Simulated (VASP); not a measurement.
A convergence study with VASP on BP (zinc blende): one setting is varied, all else stays as given below, so the limit is that of these other settings.

```yaml
crystal:
  lattice:
    - [0.00000, 2.27000, 2.27000]
    - [2.27000, 0.00000, 2.27000]
    - [2.27000, 2.27000, 0.00000]
  atoms:
    - { symbol: B, position: [0.00000, 0.00000, 0.00000] }
    - { symbol: P, position: [0.25000, 0.25000, 0.25000] }
```

All values below come from PBE GGA, VASP's PBE PAW potentials (set 64) (plane waves; VASP 6.6.1). The tightest run used: 700 eV cut-off, 20×20×20 Γ-centred mesh, Gaussian smearing of 0.010 eV, potentials B P.

Problem. The settings run are 4×4×4 mesh; 6×6×6 mesh; 10×10×10 mesh; 12×12×12 mesh; 14×14×14 mesh; 16×16×16 mesh; 18×18×18 mesh; 20×20×20 mesh. From which on does the mean ε∞ stay within 0.1  of the tightest run?

Solution. From 10×10×10 mesh on: it is off by 0.08 there and by no more than 0.1 in any finer run, while 6×6×6 mesh is off by 1.19.
```
setting        mean ε∞  highest Γ mode (cm⁻¹)  irreducible k-points  difference judged ()
-------------  -------  ---------------------  --------------------  --------------------
4×4×4 mesh       13.69                  818.8                     8                  4.50
6×6×6 mesh       10.38                  805.5                    16                  1.19
10×10×10 mesh     9.27                  803.2                    47                  0.08
12×12×12 mesh     9.21                  803.1                    72                  0.02
14×14×14 mesh     9.19                  803.1                   104                  0.01
16×16×16 mesh     9.19                  803.1                   145                  0.00
18×18×18 mesh     9.19                  803.0                   195                  0.00
20×20×20 mesh     9.19                  803.0                   256                  0.00
```

Left out are rungs that failed or repeat a setting and relaxations that didn't move; long series are thinned to 24 rows.

The compound is BP in the zinc blende structure. The cell was not relaxed at this level.
